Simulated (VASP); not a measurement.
Here is the system:

```
CELL_PARAMETERS angstrom
      4.27934     0.00000     0.00000
     -2.13967     3.70602     0.00000
      0.00000     0.00000     6.66786
ATOMIC_POSITIONS crystal
  As 0.33333 0.66667 0.24670
  As 0.66667 0.33333 0.75330
  Se 0.00000 0.00000 0.00000
  Se 0.33333 0.66667 0.64700
  Se 0.66667 0.33333 0.35300
```

Level of theory: PBE GGA, VASP's PBE PAW potentials (set 64) (plane waves; VASP 6.6.1). Settings: 300 eV cut-off, 4×4×3 Γ-centred mesh, Gaussian smearing of 0.050 eV, potentials As Se.

Q: Which forces act on the atoms, in eV/Å?

A: 
```tsv
atom	Fx	Fy	Fz
As1	0.000	0.000	-0.857
As2	0.000	0.000	0.857
Se3	0.000	0.000	0.000
Se4	0.000	0.000	0.061
Se5	0.000	0.000	-0.061
```

Q: Give the stress tensor in GPa (positive for a compressed cell).

A: 
```
9.70  0.00  0.00
0.00  9.70  0.00
0.00  0.00  8.50
```
The pressure is its mean diagonal, 9.30 GPa.

The structure was generated: As2Se3 was put into an ordered model structure, which need not be its known phase. The cell was not relaxed at this level. The k-mesh is coarse (spacing up to 0.42 per Å, 2π included), so the numbers may not be converged in it.
